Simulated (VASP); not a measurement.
Re:

```
Re
1.0
     2.76080    0.00000    0.00000
    -1.38040    2.39092    0.00000
     0.00000    0.00000    4.45820
Re
2
Cartesian
  0.0000 1.5939 1.1145
  1.3804 0.7970 3.3436
```

| Property | Result |
| --- | --- |
| Program | VASP 6.6.1 |
| Task | relaxation of cell and atoms |
| Functional | LDA |
| Potentials or basis | VASP PAW LDA potentials, release 64 (Re) |
| Cutoff | 600 eV |
| k mesh | 15 × 15 × 8 |
| Occupations | methfessel-paxton, width 0.1 eV |
| Spin | no spin polarisation |

At the start: pressure -8.7 GPa; volume 14.71 Å³/atom.

Task: How do energy, volume and symmetry change on relaxing?

Result: Over 7 steps the energy falls by 8.9 meV/atom and the volume is 14.39 Å³/atom (-2.2 %); space group P6_3/mmc (No. 194, to 0.05 Å).

The path:
```
step  energy change (eV)  largest force (eV/Å)  pressure (GPa)  volume (Å³)
   1              0.0000                0.0000           -8.66        29.43
   2              0.3483                0.0000           48.61        26.17
   3             -0.0176                0.0000           -0.38        28.82
   4             -0.0177                0.0000           -0.07        28.79
   5             -0.0177                0.0000            0.12        28.78
   6             -0.0177                0.0000            0.10        28.78
   7             -0.0178                0.0000            0.10        28.78
```

Final structure:
```
Re
1.0
     2.73828    0.00000    0.00000
    -1.36914    2.37142    0.00000
     0.00000    0.00000    4.43235
Re
2
Direct
  0.33333 0.66667 0.25000
  0.66667 0.33333 0.75000
```
